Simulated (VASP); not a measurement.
Computed with PBEsol GGA, VASP's PBE PAW potentials (set 64) (plane waves; VASP).

VASP input:

### POSCAR
```
Pt3Ti
1
    3.9290160000     0.0000000000     0.0000000000
    0.0000000000     3.9290160000     0.0000000000
    0.0000000000     0.0000000000     3.9290160000
Ti Pt
1 3
Direct
  0.0000000000   0.0000000000   0.0000000000
  0.0000000000   0.5000000000   0.5000000000
  0.5000000000   0.0000000000   0.5000000000
  0.5000000000   0.5000000000   0.0000000000
```

**INCAR**
```
SYSTEM = Pt3Ti
PREC = Accurate
ENCUT = 300
EDIFF = 1E-6
NELM = 100
ALGO = Normal
LREAL = .FALSE.
LASPH = .TRUE.
ISMEAR = -1
SIGMA = 0.05
GGA = PS
LMAXMIX = 6
LWAVE = .FALSE.
LCHARG = .FALSE.
ISIF = 2
```

### KPOINTS
```
K-points
0
G
9 9 9
0 0 0
```

POTCAR, in this order: Ti_sv Pt (PBE.64 set). Program: vasp_std.

What VASP printed:

File OSZICAR:
```
       N       E                     dE             d eps       ncg     rms          rms(c)
DAV:   1     0.274794345082E+03    0.27479E+03   -0.15154E+04  1751   0.122E+03
DAV:   2    -0.140506128813E+02   -0.28884E+03   -0.28272E+03  1947   0.353E+02
DAV:   3    -0.356313936581E+02   -0.21581E+02   -0.21128E+02  2401   0.881E+01
DAV:   4    -0.362622752967E+02   -0.63088E+00   -0.62859E+00  2274   0.159E+01
DAV:   5    -0.362794800419E+02   -0.17205E-01   -0.17197E-01  2427   0.241E+00    0.220E+01
DAV:   6    -0.340313364948E+02    0.22481E+01   -0.21527E+01  2507   0.334E+01    0.133E+01
DAV:   7    -0.337658129168E+02    0.26552E+00   -0.28684E+01  2544   0.323E+01    0.101E+01
DAV:   8    -0.329156343382E+02    0.85018E+00   -0.17676E+00  2476   0.101E+01    0.459E+00
DAV:   9    -0.328379599521E+02    0.77674E-01   -0.24574E+00  2564   0.843E+00    0.294E+00
DAV:  10    -0.327521231445E+02    0.85837E-01   -0.61763E-01  2494   0.510E+00    0.233E-01
DAV:  11    -0.327541848420E+02   -0.20617E-02   -0.12057E-02  2390   0.784E-01    0.408E-01
DAV:  12    -0.327526076321E+02    0.15772E-02   -0.10762E-02  2630   0.596E-01    0.637E-02
DAV:  13    -0.327525868910E+02    0.20741E-04   -0.27967E-04  2301   0.104E-01    0.920E-03
DAV:  14    -0.327525904170E+02   -0.35259E-05   -0.48180E-05  2487   0.498E-02    0.202E-02
DAV:  15    -0.327525862892E+02    0.41278E-05   -0.16374E-05  2502   0.291E-02    0.367E-03
DAV:  16    -0.327525863334E+02   -0.44201E-07   -0.67928E-07  1229   0.525E-03
   1 F= -.32752586E+02 E0= -.32746441E+02  d E =-.122900E-01
```

File OUTCAR:
```
------------------------ aborting loop because EDIFF is reached ----------------------------------------
  FORCE on cell =-STRESS in cart. coord.  units (eV):
  Direction    XX          YY          ZZ          XY          YZ          ZX
  --------------------------------------------------------------------------------------
  Total       -2.4226257     -2.4226257     -2.4226257      0.0000000      0.0000000      0.0000000
  in kB      -63.9949218    -63.9949218    -63.9949218      0.0000000      0.0000000      0.0000000
  external PRESSURE =     -63.9949218 kB  Pullay stress =       0.0000000 kB
  volume of cell :       60.65
      direct lattice vectors                 reciprocal lattice vectors
     3.929016000  0.000000000  0.000000000     0.254516653  0.000000000  0.000000000
     0.000000000  3.929016000  0.000000000     0.000000000  0.254516653  0.000000000
     0.000000000  0.000000000  3.929016000     0.000000000  0.000000000  0.254516653
 POSITION                                       TOTAL-FORCE (eV/Angst)
 -----------------------------------------------------------------------------------
      0.00000      0.00000      0.00000         0.000000      0.000000      0.000000
      0.00000      1.96451      1.96451         0.000000      0.000000      0.000000
      1.96451      0.00000      1.96451         0.000000      0.000000      0.000000
      1.96451      1.96451      0.00000         0.000000      0.000000      0.000000
 -----------------------------------------------------------------------------------
    total drift:                                0.000000     -0.000000     -0.000000
  FREE ENERGIE OF THE ION-ELECTRON SYSTEM (eV)
  ---------------------------------------------------
  free  energy   TOTEN  =       -32.7525863334 eV

  energy  without entropy=      -32.7402963439  energy(sigma->0) =      -32.74644134
```
(Selected blocks of OUTCAR.)

At this cut-off the stress carries a Pulay error, which pulls relaxed volumes low.

The structure is a typed Pt3Ti crystal (Pm-3m). The cell was not relaxed at this level.
